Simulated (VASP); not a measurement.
Data:

```
BN
1.0
    0.00000     1.83763     1.83763
    1.83763     0.00000     1.83763
    1.83763     1.83763     0.00000
B N
1 1
Direct
  0.00000   0.00000   0.00000
  0.25000   0.25000   0.25000
```

The numbers are results of MS2 meta-GGA, VASP's PBE PAW potentials (set 64) (plane waves; VASP), not measurements. Settings: 520 eV cut-off, 12×12×12 Γ-centred mesh, Gaussian smearing of 0.050 eV, potentials B N.

### Question
Give the stress tensor in GPa (positive for a compressed cell).

### Answer

```
-20.92    0.00    0.00
  0.00  -20.92    0.00
  0.00    0.00  -20.92
```
The pressure is its mean diagonal, -20.92 GPa.

The compound is BN in the zinc blende structure. This cell is one point of a volume scan, at 1.06 of the reference volume.
